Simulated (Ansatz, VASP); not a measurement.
# Cross-check of HoBi between VASP and Ansatz, part 3 of 3

Wanted: the spread between two codes on one cell, functional and k mesh.  The cell comes out of the VASP series on this material, whose earlier steps may have relaxed, scaled or displaced it; both programs get it as it stands.

VASP 6.6.1 and Ansatz 0.2.0.

So far: Set-up; Ansatz: band structure, LDA, DFT+U; VASP: band structure, LDA, DFT+U; Differences.

In doubt: a part-filled 4f shell, where there is one, can sit in one of many states, so energies may not be the lowest and differences between runs may mislead; derivatives with an open 4f shell can jump between states, which bears on forces and vibrations.

**5. VASP: single point, LDA, DFT+U**

Level of this step: LDA, DFT+U (Ho f 5 eV), spin-polarised from a ferromagnetic start; plane waves and PAW (Ho, Bi_d) (VASP).

With cell and atoms fixed, the geometry can't cause a difference; cores, projectors, grids and the points listed under the comparison can.

Contents of INCAR:

```
SYSTEM = HoBi
PREC = Accurate
ENCUT = 450
EDIFF = 1E-06
NELM = 150
ISMEAR = -5
SIGMA = 0.2
LREAL = .FALSE.
ALGO = Normal
GGA = CA
NBANDS = 34
ISPIN = 2
MAGMOM = 3.636 0.009
LDAU = .TRUE.
LDAUTYPE = 2
LDAUL = 3 -1
LDAUU = 5 0
LDAUJ = 0 0
LDAUPRINT = 1
LASPH = .TRUE.
LMAXMIX = 6
AMIX = 0.2
BMIX = 1E-04
AMIX_MAG = 0.8
BMIX_MAG = 1E-04
LORBIT = 11
LWAVE = .FALSE.
LCHARG = .FALSE.
KPAR = 4
NEDOS = 2001
```

Contents of POSCAR:

```
HoBi
1.0
    0.0000000000      3.1174745132      3.1174745132
    3.1174745132      0.0000000000      3.1174745132
    3.1174745132      3.1174745132      0.0000000000
Ho Bi
1 1
Direct
    0.0000000000      0.0000000000      0.0000000000
    0.5000000000      0.5000000000      0.5000000000
```

Contents of KPOINTS:

```
Automatic mesh
0
Gamma
8 8 8
0 0 0
```

The projector-augmented-wave data sets are Ho and Bi_d (PBE family, release 64).

On the command line:

```
$ mpirun -np 4 vasp_std
```

Numbers of over 12 decimals in the logs are rounded to 6 here.

Log:

```text
[banner, memory and clock lines left out]
running    4 mpi-ranks, on    1 nodes
[...]
[... a notice as in an earlier step ...]

 LDA part: xc-table for (Slater(with rela. corr.)+CA(PZ))
 , standard interpolation
 POSCAR, INCAR and KPOINTS ok, starting setup
[...]
entering main loop
       N       E                     dE             d eps       ncg     rms          rms(c)
DAV:   1     0.282207897627E+03    0.28221E+03   -0.12867E+04  5860   0.470E+03
DAV:   2     0.340476612762E+02   -0.24816E+03   -0.23040E+03  5048   0.612E+02
DAV:   3    -0.256498868974E+01   -0.36613E+02   -0.35574E+02  4548   0.127E+02
DAV:   4    -0.666696516557E+01   -0.41020E+01   -0.40211E+01  6982   0.377E+01
[...]
DAV:  37    -0.119279357850E+02    0.72895E-05   -0.10127E-05  5210   0.664E-02    0.487E-02
DAV:  38    -0.119279373288E+02   -0.15438E-05   -0.10541E-06  3566   0.107E-02    0.267E-02
DAV:  39    -0.119279378539E+02   -0.52504E-06   -0.30639E-07  2226   0.581E-03
   1 F= -.11927938E+02 E0= -.11927938E+02  d E =0.000000E+00  mag=     3.9730
|                                                                             |
|           W    W    AA    RRRRR   N    N  II  N    N   GGGG   !!!           |
|           W    W   A  A   R    R  NN   N  II  NN   N  G    G  !!!           |
|           W    W  A    A  R    R  N N  N  II  N N  N  G       !!!           |
|           W WW W  AAAAAA  RRRRR   N  N N  II  N  N N  G  GGG   !            |
|           WW  WW  A    A  R   R   N   NN  II  N   NN  G    G                |
|           W    W  A    A  R    R  N    N  II  N    N   GGGG   !!!           |
|                                                                             |
|     Tetrahedron method does not include variations of the Fermi             |
|     occupations, so forces and stress will be inaccurate. We suggest        |
|     using a different smearing scheme ISMEAR = 1 or 2 for metals in         |
|     relaxations.                                                            |
|                                                                             |
```

From OUTCAR (step 5):

```text
  Total       -0.7303660     -0.7303660     -0.7303660      0.0000000      0.0000000     -0.0000000
  in kB      -19.3113389    -19.3113389    -19.3113389      0.0000000      0.0000000     -0.0000000
  external PRESSURE =     -19.3113389 kB  Pullay stress =       0.0000000 kB

 POSITION                                       TOTAL-FORCE (eV/Angst)
 -----------------------------------------------------------------------------------
      0.00000      0.00000      0.00000         0.000000      0.000000      0.000000
      3.11747      3.11747      3.11747        -0.000000     -0.000000     -0.000000
 -----------------------------------------------------------------------------------
    total drift:                                0.000000     -0.000000     -0.000000

  FREE ENERGIE OF THE ION-ELECTRON SYSTEM (eV)
  ---------------------------------------------------
  free  energy   TOTEN  =       -11.9279378539 eV

  energy  without entropy=      -11.9279378539  energy(sigma->0) =      -11.92793785

 magnetization (x)
# of ion       s       p       d       f       tot
--------------------------------------------------
    1        0.003  -0.026   0.043   3.863   3.883
    2       -0.002  -0.006   0.002   0.000  -0.006
--------------------------------------------------
tot          0.001  -0.032   0.045   3.863   3.877

[... 1 part as in an earlier step ...]

[... 2 further parts left out ...]
[key lines of the parts left out:]
E-fermi :   4.9139
```

The run ends at a pressure of -1.93 GPa.

**6. Ansatz: single point, LDA, DFT+U**

The same cell, functional (in two slightly different forms), mesh and smearing now go to Ansatz, which takes its cutoff from its data sets.

The cell comes out of the VASP series on this material, whose earlier steps may have relaxed, scaled or displaced it; both programs get it as it stands.

Contents of input.yaml:

```yaml
crystal:
  lattice:
    - [0.0, 3.1174745132, 3.1174745132]
    - [3.1174745132, 0.0, 3.1174745132]
    - [3.1174745132, 3.1174745132, 0.0]
  atoms:
    - { symbol: Ho, position: [0.0, 0.0, 0.0], spin: 3.636 }
    - { symbol: Bi, position: [0.5, 0.5, 0.5], spin: 0.009 }
hamiltonian:
  xc: lda
  pseudopotentials: { kind: paw }
  hubbard: { sites: [{ species: Ho, l: f, u_eff: 5.0 }] }
magnetization:
  spin_polarized: true
kpoints:
  mp_grid: { grid: [8, 8, 8] }
scf:
  occupations: { method: tetrahedron }
output:
  forces: true
  stress: true
```

On the command line:

```
$ ansatz run input.yaml --threads 2 --pin off --max-ram 4608MiB --backend cpu --events-out ev --progress --plain --runs-dir out
```

Log:

```text
Warning: output.forces, output.stress, relax.cell or npt_langevin: where a Kohn–Sham band that disperses or a degenerate level is filled in part under the method tetrahedron, the forces or the stress that this run publishes need not agree with its energy (scf.occupations.method in the input reference, under Limitations); prefer a smearing scheme for the forces or the stress
[...]
k-point 1 ↑: bands = [... 14 lower, 4.6438, 4.6438, 4.6466, 11.2613, 12.0220, 12.0220, 13.4071, 13.4071, ... 2 higher]
  k-point 2 ↑: bands = [... 14 lower, 4.6375, 4.6375, 4.6471, 9.4249, 11.0418, 11.0418, 13.6154, 13.8645, ... 2 higher]
  k-point 28 ↓: bands = [... 14 lower, 9.7230, 9.7736, 12.0016, 12.0016, 12.0262, 12.5447, 14.6892, 14.6892, ... 2 higher]
Occupation matrices written to <dir>
[key lines of the parts left out:]
SCF converged after 24 iterations
Magnetization: 3.9605 μB (19.9802 up, 16.0198 down)
Free energy (F): -23186.166661 eV
Fermi energy:    11.972256 eV
P = ⅓ Tr σ = -2.2300 GPa (-22.300 kbar)
```

The job ended after 84 s (2 threads of Arm Neoverse V2, shared host; peak memory 0.81 GiB; 2.7 min of CPU time).

The run ends at a pressure of -2.23 GPa.

**7. Side by side**

The two programs side by side:

```
          quantity  Ansatz   VASP  difference
    pressure (GPa)   -2.23  -1.93       -0.30
 total moment (μB)    3.96   3.97       -0.01
moment on Ho1 (μB)    3.92   3.88       +0.04
```

**8. Outcome**

| Property | Result |
| --- | --- |
| difference in moment on Ho1 (band structure, LDA, DFT+U) | 0.16 μB |
| difference in moment on Ho1 (single point, LDA, DFT+U) | 0.040 μB |

In words: The difference in moment on Ho1 is 0.16 μB (band structure, LDA, DFT+U). How closely two codes agree says nothing of how well the functional describes the real material.

[Lines on the potential files, build, host, timing and source positions are cut from VASP's logs without a mark.]

[Logs are printed without paths, hosts, clocks, repeated set-up lines and the standing remarks that a program may print on its own settings, such as how far it seeks lower states.]

[Hosts, paths, dates, database ids (printed as entryN), source tags and the programs' standing remarks are cut or masked in the printed files.]
